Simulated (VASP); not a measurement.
## What goes wrong when the gap of Selenium is computed with a bad input

Some runs for the gap of Selenium get a fault in the input on purpose. Which of them show, and how? The starting structure is a measured crystal structure from the Crystallography Open Database. Cell and atoms stay as given unless a step says otherwise.

Program: VASP 6.6.1. Level of theory: Kohn-Sham DFT with plane waves and PAW; LDA. Results are calculated unless marked as measured.

### 1. Starting point

It takes space group P3_121 (No. 152, trigonal). The conventional cell has a = 4.366 Å, b = 4.366 Å, c = 4.954 Å, α = 90.00°, β = 90.00°, γ = 120.00°. Se has 2 Se at 2.37 Å nearest.

### 2. Reference bands

File INCAR:

```
SYSTEM = Se
PREC = Accurate
ENCUT = 350
EDIFF = 1E-06
NELM = 100
ISMEAR = 0
SIGMA = 0.03
LREAL = .FALSE.
ALGO = Normal
GGA = CA
NBANDS = 22
LORBIT = 11
LWAVE = .FALSE.
LCHARG = .FALSE.
KPAR = 4
```

File POSCAR:

```
Se
1.0
    4.3662000000      0.0000000000      0.0000000000
   -2.1831000000      3.7812401180      0.0000000000
    0.0000000000      0.0000000000      4.9536000000
Se
3
Direct
    0.7746000000      0.7746000000      0.0000000000
    0.0000000000      0.2254000000      0.6666666667
    0.2254000000      0.0000000000      0.3333333333
```

File KPOINTS:

```
Automatic mesh
0
Gamma
6 6 4
0 0 0
```

File KPOINTS_OPT:

```
Line mode
10
Line-mode
Reciprocal
  0.00000000   0.00000000   0.00000000 GAMMA
  0.50000000   0.00000000   0.00000000 M

  0.50000000   0.00000000   0.00000000 M
  0.33333333   0.33333333   0.00000000 K

  0.33333333   0.33333333   0.00000000 K
  0.00000000   0.00000000   0.00000000 GAMMA

  0.00000000   0.00000000   0.00000000 GAMMA
  0.00000000   0.00000000   0.50000000 A

  0.00000000   0.00000000   0.50000000 A
  0.50000000   0.00000000   0.50000000 L

  0.50000000   0.00000000   0.50000000 L
  0.33333333   0.33333333   0.50000000 H

  0.33333333   0.33333333   0.50000000 H
  0.00000000   0.00000000   0.50000000 A

  0.50000000   0.00000000   0.50000000 L
  0.50000000   0.00000000   0.00000000 M

  0.33333333   0.33333333   0.00000000 K
  0.33333333   0.33333333   0.50000000 H
```

Potentials, in the order of the species: Se (LDA family, release 64).

The run is started by

```
> mpirun -np 4 vasp_std
```

Output:

```text
[banner, memory and clock lines left out]
running    4 mpi-ranks, on    1 nodes
 distrk:  each k-point on    1 cores,    4 groups
 distr:  one band on    1 cores,    1 groups

 POSCAR found type information on POSCAR Se
 POSCAR found :  1 types and       3 ions
 LDA part: xc-table for (Slater(with rela. corr.)+CA(PZ))
 , standard interpolation
 POSCAR, INCAR and KPOINTS ok, starting setup
 FFT: planning ... GRIDC
 FFT: planning ... GRID_SOFT
 FFT: planning ... GRID
 WAVECAR not read
 entering main loop
       N       E                     dE             d eps       ncg     rms          rms(c)
DAV:   1     0.599513309038E+02    0.59951E+02   -0.54121E+03  1056   0.494E+02
DAV:   2    -0.869574144163E+01   -0.68647E+02   -0.65252E+02  1358   0.114E+02
DAV:   3    -0.124247009984E+02   -0.37290E+01   -0.37017E+01  1320   0.271E+01
DAV:   4    -0.124477822193E+02   -0.23081E-01   -0.23079E-01  1246   0.257E+00
DAV:   5    -0.124479121550E+02   -0.12994E-03   -0.12993E-03  1318   0.185E-01    0.731E+00
DAV:   6    -0.123573474732E+02    0.90565E-01   -0.31631E-02  1212   0.854E-01    0.446E+00
DAV:   7    -0.123222331573E+02    0.35114E-01   -0.67773E-02  1266   0.117E+00    0.198E-01
DAV:   8    -0.123213615734E+02    0.87158E-03   -0.71848E-03  1182   0.405E-01    0.918E-02
DAV:   9    -0.123213873768E+02   -0.25803E-04   -0.24535E-04  1290   0.730E-02    0.274E-02
DAV:  10    -0.123213875516E+02   -0.17479E-06   -0.14901E-05  1280   0.186E-02    0.584E-03
DAV:  11    -0.123213878828E+02   -0.33120E-06   -0.19830E-06  1220   0.636E-03
   1 F= -.12321388E+02 E0= -.12321388E+02  d E =-.121191E-13
 Start KPOINTS_OPT (optional k-point list driver)
k-point batch [1-24\90]
       N       E                     dE             ncg
DAV:   1     0.883907045536E+02   -0.79164E+04     1056
DAV:   2    -0.154994111931E+04   -0.16383E+04     1406
DAV:   3    -0.163983777265E+04   -0.89897E+02     1322
DAV:   4    -0.164042187065E+04   -0.58410E+00     1206
DAV:   5    -0.164042497572E+04   -0.31051E-02     1344
DAV:   6    -0.164042500683E+04   -0.31110E-04     1264
DAV:   7    -0.164042500721E+04   -0.37358E-06     1152
[...]
k-point batch [73-90\90]
       N       E                     dE             ncg
DAV:   1     0.203102673395E+04   -0.80469E+04      792
DAV:   2     0.809393535690E+03   -0.12216E+04     1072
DAV:   3     0.743513508170E+03   -0.65880E+02     1004
DAV:   4     0.743069397629E+03   -0.44411E+00      948
DAV:   5     0.743066817920E+03   -0.25797E-02     1036
DAV:   6     0.743066791595E+03   -0.26324E-04     1022
DAV:   7     0.743066791287E+03   -0.30854E-06      876
```

Wall time 6 s (4 MPI ranks of AMD EPYC 9R45, shared host); peak memory 0.54 GiB.

Lines that name or quote the potential files are left out of all logs, and their timing lines are given in words.

Parts of OUTCAR (step 2):

```text
ion  position               nearest neighbor table
   1  0.775  0.775  0.000-   2 2.37   3 2.37
   2  0.000  0.225  0.667-   1 2.37   3 2.37
   3  0.225  0.000  0.333-   1 2.37   2 2.37

  LATTYP: Found a hexagonal cell.
 ALAT       =     4.3662000000
 C/A-ratio  =     1.1345334616

 Subroutine GETGRP returns: Found  6 space group operations
 (whereof  2 operations were pure point group operations)

The static configuration has the point symmetry C_2 .
 The point group associated with its full space group is D_3 .

 Found     24 irreducible k-points:

   k-points           NKPTS =     24   k-points in BZ     NKDIM =     24   number of bands    NBANDS=     22

   dimension x,y,z NGX =    28 NGY =   28 NGZ =   30
   dimension x,y,z NGXF=    56 NGYF=   56 NGZF=   60

   ENCUT  =  350.0 eV  25.72 Ry    5.07 a.u.   6.66  6.66  7.56*2*pi/ulx,y,z

   NELECT =      18.0000    total number of electrons

 k-points in reciprocal lattice and weights: Automatic mesh
   0.00000000  0.00000000  0.00000000       0.007
   0.16666667  0.00000000  0.00000000       0.042
   0.33333333  0.00000000  0.00000000       0.042
   0.50000000  0.00000000  0.00000000       0.021
   0.16666667  0.16666667  0.00000000       0.042
   0.33333333  0.16666667  0.00000000       0.083
   0.33333333  0.33333333  0.00000000       0.014
   0.00000000  0.00000000  0.25000000       0.014
   0.16666667  0.00000000  0.25000000       0.042
[...]
0.33333333  0.16666667  0.50000000       0.083
   0.33333333  0.33333333  0.50000000       0.014

 average (electrostatic) potential at core
       1 -62.2595       2 -62.2595       3 -62.2595

 E-fermi :   2.8155

 k-point     1 :       0.0000    0.0000    0.0000
  band No.  band energies     occupation
    ...
      5      -1.1895      2.00000
      6      -1.1314      2.00000
      7       0.6120      2.00000
      8       0.6120      2.00000
      9       2.2635      2.00000
     10       4.4583      0.00000
     11       4.4583      0.00000
     12       4.7511      0.00000
     13       8.5473      0.00000
     14       8.9653      0.00000
    ...

 k-point     2 :       0.1667    0.0000    0.0000
  band No.  band energies     occupation
    ...
      5      -1.5090      2.00000
      6      -0.9323      2.00000
      7       0.6495      2.00000
      8       1.0052      2.00000
      9       2.0557      2.00000
     10       4.3545      0.00000
     11       4.4639      0.00000
     12       5.0269      0.00000
     13       8.5395      0.00000
     14       8.7770      0.00000
    ...

 k-point     3 :       0.3333    0.0000    0.0000
  band No.  band energies     occupation
    ...
      5      -1.9107      2.00000
      6      -0.9642      2.00000
      7       0.3278      2.00000
      8       0.9190      2.00000
      9       1.7494      2.00000
     10       4.4899      0.00000
     11       4.7405      0.00000
     12       5.9431      0.00000
     13       8.0797      0.00000
     14       9.1409      0.00000
    ...

  Total       -0.8010572     -0.8010572     -0.0520690     -0.0000000      0.0000000     -0.0000000
  in kB      -15.6933372    -15.6933372     -1.0200716     -0.0000000      0.0000000     -0.0000000
  external PRESSURE =     -10.8022486 kB  Pullay stress =       0.0000000 kB

  energy-cutoff  :      350.00
  volume of cell :       81.78
      direct lattice vectors                 reciprocal lattice vectors
     4.366200000  0.000000000  0.000000000     0.229032110  0.132231751  0.000000000
    -2.183100000  3.781240118  0.000000000     0.000000000  0.264463501  0.000000000
     0.000000000  0.000000000  4.953600000     0.000000000  0.000000000  0.201873385

 POSITION                                       TOTAL-FORCE (eV/Angst)
 -----------------------------------------------------------------------------------
      1.69103      2.92895      0.00000        -0.132765     -0.229955     -0.000000
     -0.49207      0.85229      3.30240        -0.132765      0.229955     -0.000000
      0.98414      0.00000      1.65120         0.265529     -0.000000      0.000000
 -----------------------------------------------------------------------------------
    total drift:                                0.000001      0.000001     -0.000000

  FREE ENERGIE OF THE ION-ELECTRON SYSTEM (eV)
  ---------------------------------------------------
  free  energy   TOTEN  =       -12.3213878828 eV

  energy  without entropy=      -12.3213878828  energy(sigma->0) =      -12.32138788

 total charge
# of ion       s       p       d       tot
------------------------------------------
    1        1.517   2.174   0.058   3.749
    2        1.517   2.174   0.058   3.749
    3        1.517   2.174   0.058   3.749
--------------------------------------------------
tot          4.551   6.522   0.173  11.246

[... 3 further parts left out ...]
```

Spin-orbit coupling is off here; it would split degenerate levels.

The reference gap is 0.911 eV.

### 3. Bands with a k mesh far too coarse and no band path

A slip made on purpose: a k mesh far too coarse and no band path. Against step 2 the input has a 3×3×3 mesh and no band path (also changed: NELM, NBANDS, KPAR and NCORE).

File INCAR:

```
SYSTEM = Se
PREC = Accurate
ENCUT = 350
EDIFF = 1E-06
NELM = 60
ISMEAR = 0
SIGMA = 0.03
LREAL = .FALSE.
ALGO = Normal
GGA = CA
NBANDS = 15
LORBIT = 11
LWAVE = .FALSE.
LCHARG = .FALSE.
KPAR = 2
NCORE = 2
```

POSCAR is that of step 2.

File KPOINTS:

```
Automatic mesh
0
Gamma
3 3 3
0 0 0
```

The run is started by

```
> mpirun -np 4 vasp_std
```

Output:

```text
[banner, memory and clock lines left out]
running    4 mpi-ranks, on    1 nodes
[...]
LDA part: xc-table for (Slater(with rela. corr.)+CA(PZ))
 , standard interpolation
 POSCAR, INCAR and KPOINTS ok, starting setup
[...]
entering main loop
       N       E                     dE             d eps       ncg     rms          rms(c)
DAV:   1     0.661454878021E+02    0.66145E+02   -0.56512E+03   210   0.714E+02
DAV:   2    -0.795203303891E+01   -0.74098E+02   -0.70944E+02   281   0.143E+02
DAV:   3    -0.124045492211E+02   -0.44525E+01   -0.44376E+01   259   0.397E+01
DAV:   4    -0.124365931243E+02   -0.32044E-01   -0.32039E-01   280   0.403E+00
[...]
DAV:   9    -0.123080943338E+02   -0.26644E-04   -0.28754E-04   280   0.109E-01    0.282E-02
DAV:  10    -0.123080942969E+02    0.36875E-07   -0.20420E-05   273   0.294E-02    0.650E-03
DAV:  11    -0.123080947709E+02   -0.47401E-06   -0.34936E-06   259   0.108E-02
   1 F= -.12308095E+02 E0= -.12308095E+02  d E =-.285049E-13
```

Elapsed: 1 s, on 4 MPI ranks; peak memory 0.39 GiB.

Parts of OUTCAR (step 3):

```text
  Total       -0.7213989     -0.7213989     -0.0750665      0.0000000      0.0000000      0.0000000
  in kB      -14.1327687    -14.1327687     -1.4706112      0.0000000      0.0000000      0.0000000
  external PRESSURE =      -9.9120495 kB  Pullay stress =       0.0000000 kB

 POSITION                                       TOTAL-FORCE (eV/Angst)
 -----------------------------------------------------------------------------------
      1.69103      2.92895      0.00000        -0.116539     -0.201851      0.000000
     -0.49207      0.85229      3.30240        -0.116539      0.201851     -0.000000
      0.98414      0.00000      1.65120         0.233078      0.000000      0.000000
 -----------------------------------------------------------------------------------
    total drift:                                0.000001      0.000001     -0.000000

  FREE ENERGIE OF THE ION-ELECTRON SYSTEM (eV)
  ---------------------------------------------------
  free  energy   TOTEN  =       -12.3080947709 eV

  energy  without entropy=      -12.3080947709  energy(sigma->0) =      -12.30809477

[... 1 part as in an earlier step ...]

[... 2 further parts left out ...]
[key lines of the parts left out:]
E-fermi :   2.5998
```

With a k mesh far too coarse and no band path the gap is 1.373 eV, +0.463 eV from the reference, read on the mesh alone.

### 4. Bands with a cutoff far too low

A slip made on purpose: a cutoff far too low. Against step 2 the input has ENCUT = 100 (also changed: NELM).

File INCAR:

```
SYSTEM = Se
PREC = Accurate
ENCUT = 100
EDIFF = 1E-06
NELM = 60
ISMEAR = 0
SIGMA = 0.03
LREAL = .FALSE.
ALGO = Normal
GGA = CA
NBANDS = 22
LORBIT = 11
LWAVE = .FALSE.
LCHARG = .FALSE.
KPAR = 4
```

POSCAR is that of step 3.

File KPOINTS:

```
Automatic mesh
0
Gamma
6 6 4
0 0 0
```

KPOINTS_OPT is that of step 2.

The run is started by

```
> mpirun -np 4 vasp_std
```

Output:

```text
[... set-up lines as in an earlier step ...]
 entering main loop
       N       E                     dE             d eps       ncg     rms          rms(c)
DAV:   1     0.196872214242E+02    0.19687E+02   -0.24296E+03  1166   0.179E+02
DAV:   2    -0.124368432213E+02   -0.32124E+02   -0.31206E+02  1346   0.692E+01
DAV:   3    -0.132761907451E+02   -0.83935E+00   -0.83681E+00  1296   0.110E+01
DAV:   4    -0.132781017125E+02   -0.19110E-02   -0.19109E-02  1220   0.572E-01
[...]
DAV:  10    -0.129842520438E+02    0.12061E-04   -0.13416E-05  1194   0.195E-02    0.150E-02
DAV:  11    -0.129842535359E+02   -0.14920E-05   -0.37537E-06  1308   0.805E-03    0.329E-03
DAV:  12    -0.129842542694E+02   -0.73357E-06   -0.75201E-08   654   0.120E-03
   1 F= -.12984254E+02 E0= -.12984254E+02  d E =-.576439E-19
 Start KPOINTS_OPT (optional k-point list driver)
k-point batch [1-24\90]
       N       E                     dE             ncg
DAV:   1    -0.836668013536E+03   -0.50091E+04     1164
DAV:   2    -0.159228661344E+04   -0.75562E+03     1356
DAV:   3    -0.161072397756E+04   -0.18437E+02     1304
DAV:   4    -0.161076283173E+04   -0.38854E-01     1224
DAV:   5    -0.161076292844E+04   -0.96708E-04     1300
DAV:   6    -0.161076292879E+04   -0.35180E-06     1084
[...]
k-point batch [73-90\90]
       N       E                     dE             ncg
DAV:   1     0.478961870349E+03   -0.51392E+04      872
DAV:   2    -0.722806325797E+02   -0.55124E+03     1008
DAV:   3    -0.848668686858E+02   -0.12586E+02     1008
DAV:   4    -0.848969165768E+02   -0.30048E-01      930
DAV:   5    -0.848970029666E+02   -0.86390E-04      996
DAV:   6    -0.848970033053E+02   -0.33872E-06      806
```

Wall time 1.4 s (4 MPI ranks); peak memory 0.33 GiB; 4 s of CPU time.

Parts of OUTCAR (step 4):

```text
  Total      -11.7874460    -11.7874460     -9.1185402      0.0000000     -0.0000000      0.0000000
  in kB     -230.9252824   -230.9252824   -178.6393301      0.0000000     -0.0000000      0.0000000
  external PRESSURE =    -213.4966316 kB  Pullay stress =       0.0000000 kB

 POSITION                                       TOTAL-FORCE (eV/Angst)
 -----------------------------------------------------------------------------------
      1.69103      2.92895      0.00000        -0.547899     -0.948989     -0.000000
     -0.49207      0.85229      3.30240        -0.547899      0.948989     -0.000000
      0.98414      0.00000      1.65120         1.095798      0.000000      0.000000
 -----------------------------------------------------------------------------------
    total drift:                                0.000068      0.000112     -0.000002

  FREE ENERGIE OF THE ION-ELECTRON SYSTEM (eV)
  ---------------------------------------------------
  free  energy   TOTEN  =       -12.9842542694 eV

  energy  without entropy=      -12.9842542694  energy(sigma->0) =      -12.98425427

[... 1 part as in an earlier step ...]

[... 2 further parts left out ...]
[key lines of the parts left out:]
E-fermi :   3.1410
```

With a cutoff far too low the gap is 0.762 eV, -0.149 eV from the reference.

### 5. Bands with a wide metal-type smearing

A slip made on purpose: a wide metal-type smearing. Against step 2 the input has ISMEAR = 1 and SIGMA = 1 (also changed: NELM).

INCAR, as its differences from that of step 4:

```diff
@@ -2,7 +2,7 @@
 PREC = Accurate
-ENCUT = 100
+ENCUT = 350
 EDIFF = 1E-06
 NELM = 60
-ISMEAR = 0
-SIGMA = 0.03
+ISMEAR = 1
+SIGMA = 1
 LREAL = .FALSE.
```

POSCAR is that of step 4.

KPOINTS is that of step 4.

KPOINTS_OPT is that of step 4.

The run is started by

```
> mpirun -np 4 vasp_std
```

Output:

```text
[... set-up lines as in an earlier step ...]
 entering main loop
       N       E                     dE             d eps       ncg     rms          rms(c)
DAV:   1     0.599567815144E+02    0.59957E+02   -0.54121E+03  1056   0.494E+02
DAV:   2    -0.860762109170E+01   -0.68564E+02   -0.65327E+02  1358   0.114E+02
DAV:   3    -0.123296750957E+02   -0.37221E+01   -0.36952E+01  1320   0.271E+01
DAV:   4    -0.123526654620E+02   -0.22990E-01   -0.22988E-01  1246   0.256E+00
[...]
DAV:   9    -0.122197831815E+02   -0.26424E-04   -0.24332E-04  1290   0.749E-02    0.306E-02
DAV:  10    -0.122197820994E+02    0.10821E-05   -0.20666E-05  1280   0.221E-02    0.567E-03
DAV:  11    -0.122197824692E+02   -0.36981E-06   -0.28587E-06  1278   0.754E-03
   1 F= -.12219782E+02 E0= -.12320356E+02  d E =0.301719E+00
 Start KPOINTS_OPT (optional k-point list driver)
k-point batch [1-24\90]
       N       E                     dE             ncg
DAV:   1     0.884850501042E+02   -0.79163E+04     1056
DAV:   2    -0.154988696286E+04   -0.16384E+04     1406
DAV:   3    -0.163979218074E+04   -0.89905E+02     1322
DAV:   4    -0.164037646673E+04   -0.58429E+00     1206
DAV:   5    -0.164037957342E+04   -0.31067E-02     1344
DAV:   6    -0.164037960455E+04   -0.31132E-04     1264
DAV:   7    -0.164037960493E+04   -0.37140E-06     1152
[...]
k-point batch [73-90\90]
       N       E                     dE             ncg
DAV:   1     0.203109097440E+04   -0.80469E+04      792
DAV:   2     0.809441236147E+03   -0.12216E+04     1072
DAV:   3     0.743558228656E+03   -0.65883E+02     1004
DAV:   4     0.743113999280E+03   -0.44423E+00      948
DAV:   5     0.743111418344E+03   -0.25809E-02     1036
DAV:   6     0.743111392003E+03   -0.26341E-04     1022
DAV:   7     0.743111391695E+03   -0.30863E-06      876
```

Run time: 6 s. Hardware: 4 MPI ranks; peak memory 0.53 GiB.

Parts of OUTCAR (step 5):

```text
  Total       -0.9994230     -0.9994230     -0.2249257      0.0000000      0.0000000     -0.0000000
  in kB      -19.5794784    -19.5794784     -4.4064699      0.0000000      0.0000000     -0.0000000
  external PRESSURE =     -14.5218089 kB  Pullay stress =       0.0000000 kB

 POSITION                                       TOTAL-FORCE (eV/Angst)
 -----------------------------------------------------------------------------------
      1.69103      2.92895      0.00000        -0.083718     -0.145004      0.000000
     -0.49207      0.85229      3.30240        -0.083718      0.145004     -0.000000
      0.98414      0.00000      1.65120         0.167437      0.000000      0.000000
 -----------------------------------------------------------------------------------
    total drift:                                0.000001      0.000001     -0.000000

  FREE ENERGIE OF THE ION-ELECTRON SYSTEM (eV)
  ---------------------------------------------------
  free  energy   TOTEN  =       -12.2197824692 eV

  energy  without entropy=      -12.5215018786  energy(sigma->0) =      -12.32035561

[... 2 parts as in an earlier step ...]

[... 1 further part left out ...]
[key lines of the parts left out:]
E-fermi :   3.3319
```

With a wide metal-type smearing the gap is 0.908 eV, -0.003 eV from the reference.

(Continued in part 2 of 2.)

[Lines on the potential files, build, host, timing and source positions are cut from VASP's logs without a mark.]

[Logs are printed without paths, hosts, clocks, repeated set-up lines and the standing remarks that a program may print on its own settings, such as how far it seeks lower states.]

[Hosts, paths, dates, database ids (printed as entryN), source tags and the programs' standing remarks are cut or masked in the printed files.]
